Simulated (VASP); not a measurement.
```
CELL_PARAMETERS angstrom
     10.93707     0.00000     0.00000
      0.00000    10.93707     0.00000
      0.00000     0.00000    10.93707
ATOMIC_POSITIONS crystal
  Si 0.49918 0.00210 0.00207
  Si 0.62069 0.13243 0.13239
  Si 0.74719 0.25297 0.00448
  Si 0.86792 0.37929 0.13231
  Si 0.74713 0.00453 0.25296
  Si 0.86766 0.13251 0.37938
  Si 0.99918 0.00093 0.00098
  Si 0.12086 0.12705 0.12703
  Si 0.24700 0.24925 0.00026
  Si 0.37122 0.37600 0.12365
  Si 0.49962 0.50049 0.00079
  Si 0.62416 0.62885 0.12369
  Si 0.75094 0.75302 0.00026
  Si 0.87306 0.87934 0.12697
  Si 0.24715 0.00016 0.24914
  Si 0.37130 0.12358 0.37600
  Si 0.49093 0.25848 0.25845
  Si 0.74179 0.50903 0.25835
  Si 0.87653 0.62875 0.37594
  Si 0.49952 0.00062 0.50063
  Si 0.62405 0.12358 0.62887
  Si 0.74150 0.25851 0.50916
  Si 0.87643 0.37593 0.62881
  Si 0.75098 0.00015 0.75302
  Si 0.87310 0.12694 0.87931
  Si 0.99810 0.50097 0.00204
  Si 0.12326 0.62750 0.12386
  Si 0.25049 0.74966 0.99803
  Si 0.37273 0.87686 0.12388
  Si 0.99579 0.25302 0.25304
  Si 0.12430 0.37581 0.37588
  Si 0.24694 0.50109 0.24803
  Si 0.38107 0.61922 0.36787
  Si 0.49925 0.75331 0.24806
  Si 0.62441 0.87605 0.37590
  Si 0.99794 0.00220 0.50100
  Si 0.12321 0.12386 0.62754
  Si 0.24690 0.24794 0.50106
  Si 0.38108 0.36764 0.61910
  Si 0.63243 0.61916 0.61904
  Si 0.75223 0.75321 0.50091
  Si 0.87624 0.87685 0.62745
  Si 0.25041 0.99794 0.74978
  Si 0.37261 0.12395 0.87693
  Si 0.49916 0.24805 0.75328
  Si 0.62438 0.37582 0.87605
  Si 0.75207 0.50099 0.75320
  Si 0.87623 0.62752 0.87683
  Si 0.99988 0.75301 0.24916
  Si 0.12515 0.87492 0.37547
  Si 0.99946 0.50048 0.50061
  Si 0.12729 0.62374 0.62377
  Si 0.25493 0.74510 0.49798
  Si 0.37626 0.87278 0.62379
  Si 0.99987 0.24913 0.75305
  Si 0.12525 0.37563 0.87471
  Si 0.25525 0.49796 0.74488
  Si 0.37642 0.62371 0.87280
  Si 0.50214 0.74491 0.74492
  Si 0.62455 0.87485 0.87481
  Si 0.00218 0.74974 0.74971
  Si 0.12473 0.87548 0.87555
  Sn 0.55964 0.44032 0.44052
```

Level of theory: HSE06 screened hybrid, VASP's PBE PAW potentials (set 64) (plane waves; VASP). Run with PREC = Normal, LREAL = Auto, ISYM = 0, EDIFF = 1E-5, 400 eV cut-off, 1×1×1 Γ-centred mesh, Gaussian smearing of 0.050 eV, potentials Si Sn. Starting moments (MAGMOM): 63*0.0317. The cell's moment is fixed (NUPDOWN = 2).

The supercell is sampled at Γ alone, which is coarse: total energies, pressure and levels can be off, energies of defects by several tenths of an eV.

What does the run give for the cell moment, energy per atom (σ→0), largest force?

```yaml
cell_moment: 2.00 μB
energy per atom (σ→0): -6.123 eV/atom
largest_force: 0.072 eV/Å
```

Give the moment on each site (PAW-sphere projection).

```csv
site,moment (μB)
Si1,0.01
Si2,0.00
Si3,0.00
Si4,0.00
Si5,0.00
Si6,0.00
Si7,0.00
Si8,0.00
Si9,0.01
Si10,0.01
Si11,0.00
Si12,0.01
Si13,0.01
Si14,0.00
Si15,0.01
Si16,0.01
Si17,0.10
Si18,0.10
Si19,0.01
Si20,0.00
Si21,0.01
Si22,0.10
Si23,0.01
Si24,0.01
Si25,0.00
Si26,0.01
Si27,0.01
Si28,0.00
Si29,0.01
Si30,0.00
Si31,0.00
Si32,0.01
Si33,0.09
Si34,0.01
Si35,0.00
Si36,0.01
Si37,0.01
Si38,0.01
Si39,0.09
Si40,0.09
Si41,0.01
Si42,0.01
Si43,0.00
Si44,0.01
Si45,0.01
Si46,0.00
Si47,0.01
Si48,0.01
Si49,0.01
Si50,0.01
Si51,0.00
Si52,0.00
Si53,0.00
Si54,0.00
Si55,0.01
Si56,0.01
Si57,0.00
Si58,0.00
Si59,0.00
Si60,0.01
Si61,0.00
Si62,0.00
Sn63,-0.03
```

Only differences to runs with the same potentials and settings are physical.

The cell is a supercell with a defect, built from Si (diamond): Sn_Si-vac_Si. The cell's shape comes from a PBE relaxation.
